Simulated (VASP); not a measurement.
An input for Ansatz (written as the equivalent of a VASP run, and not itself run):

Ansatz 0.2 input:
```yaml
crystal:
  lattice:
    - [-1.6013772, 1.6013772, 3.9079223]
    - [1.6013772, -1.6013772, 3.9079223]
    - [1.6013772, 1.6013772, -3.9079223]
  atoms:
    - { symbol: Si, position: [0.6647110, 0.6647110, 1.0000000] }
    - { symbol: Si, position: [0.3352890, 0.3352890, 0.0000000] }
    - { symbol: Mo, position: [0.0000000, 0.0000000, 0.0000000] }
kpoints:
  mp_grid: { grid: [12, 12, 12] }
hamiltonian:
  xc: r2scan
  pseudopotentials: { kind: paw }
scf:
  occupations: { method: methfessel_paxton, width: 0.1 }
  max_iter: 100
output: { forces: true, stress: true, eigenvalues: true }
```

**Question.** Write the VASP files for the same calculation (r2SCAN).

**Answer.** Several could match; the one computed here: 
INCAR:
```
ALGO = Normal
EDIFF = 1E-7
ENCUT = 480
ISIF = 2
ISMEAR = 1
LASPH = .TRUE.
LCHARG = .FALSE.
LMAXMIX = 4
LMIXTAU = .TRUE.
LREAL = .FALSE.
LWAVE = .FALSE.
METAGGA = R2SCAN
NELM = 100
PREC = Accurate
SIGMA = 0.1
SYSTEM = MoSi2
```

KPOINTS:
```
kpoints
0
Gamma
  12 12 12
```

File POSCAR:
```
MoSi2
1
   -1.6013771596     1.6013771596     3.9079223249
    1.6013771596    -1.6013771596     3.9079223249
    1.6013771596     1.6013771596    -3.9079223249
Si Mo
2 1
Direct
  0.6647109855   0.6647109855   1.0000000000
  0.3352890145   0.3352890145   0.0000000000
  0.0000000000   0.0000000000   0.0000000000
```

POTCAR, in this order: Si Mo_sv (PBE.64 set). Program: vasp_std.

The two are equivalent in intent, not identical: each code has its own PAW files, so the cut-off isn't converted (ENCUT is set for VASP's; basis.ecutwfc is left out, and Ansatz then takes the one that its files recommend); Ansatz stops its SCF on the density residual and VASP on the energy change (EDIFF).

The compound is MoSi2 in the MoSi2 type structure. It was relaxed first.
